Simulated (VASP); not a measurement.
An input for Ansatz (written as the equivalent of a VASP run, and not itself run):

Ansatz 0.2 input:
```yaml
crystal:
  lattice:
    - [4.1710108, 0.0000000, 0.0000000]
    - [0.0000000, 4.1710108, 0.0000000]
    - [0.0000000, 0.0000000, 4.1710108]
  atoms:
    - { symbol: Ba, position: [0.0000000, 0.0000000, 0.0000000] }
    - { symbol: Hf, position: [0.5000000, 0.5000000, 0.5000000] }
    - { symbol: O, position: [0.5000000, 0.0000000, 0.5000000] }
    - { symbol: O, position: [0.0000000, 0.5000000, 0.5000000] }
    - { symbol: O, position: [0.5000000, 0.5000000, 0.0000000] }
kpoints:
  mp_grid: { grid: [5, 5, 5] }
hamiltonian:
  xc: r2scan
  pseudopotentials: { kind: paw }
scf:
  occupations: { method: gaussian, width: 0.05 }
  max_iter: 100
relax:
  max_steps: 30
  f_tol: 0.001
output: { forces: true, stress: true, eigenvalues: true }
```

Task: Translate this input to VASP (INCAR, KPOINTS, POSCAR, choice of POTCAR).

Result: Several could match; the one computed here: 
### POSCAR
```
BaHfO3
1
    4.1710107717     0.0000000000    -0.0000000000
   -0.0000000000     4.1710107717     0.0000000000
    0.0000000000     0.0000000000     4.1710107717
Ba Hf O
1 1 3
Direct
  0.0000000000   0.0000000000   0.0000000000
  0.5000000000   0.5000000000   0.5000000000
  0.5000000000   0.0000000000   0.5000000000
  0.0000000000   0.5000000000   0.5000000000
  0.5000000000   0.5000000000   0.0000000000
```

INCAR:
```
NELM  =  100
LREAL  =  .False.
LWAVE  =  .False.
PREC  =  Accurate
ISIF  =  2
ENCUT  =  520   ! plane-wave cut-off (eV)
METAGGA  =  R2SCAN
EDIFF  =  1E-8   ! SCF stop (eV)
IBRION  =  1
SYSTEM  =  BaHfO3
LMIXTAU  =  .True.
ALGO  =  Normal
NSW  =  30   ! most ionic steps
LASPH  =  .True.   ! aspherical one-centre terms
SIGMA  =  0.05
LCHARG  =  .False.
ISMEAR  =  0   ! Gaussian
LMAXMIX  =  6   ! l cut-off of mixed one-centre charges
EDIFFG  =  -0.001
```

KPOINTS:
```
Automatic mesh
0
Gamma
5 5 5
0 0 0
```

POTCAR, in this order: Ba_sv Hf_pv O (PBE.64 set). Program: vasp_std.

The two are equivalent in intent, not identical: each code has its own PAW files, so the cut-off isn't converted (ENCUT is set for VASP's; basis.ecutwfc is left out, and Ansatz then takes the one that its files recommend); Ansatz stops its SCF on the density residual and VASP on the energy change (EDIFF).

The compound is BaHfO3 in the cubic perovskite structure. It was relaxed first. The start is the result of an earlier pass.
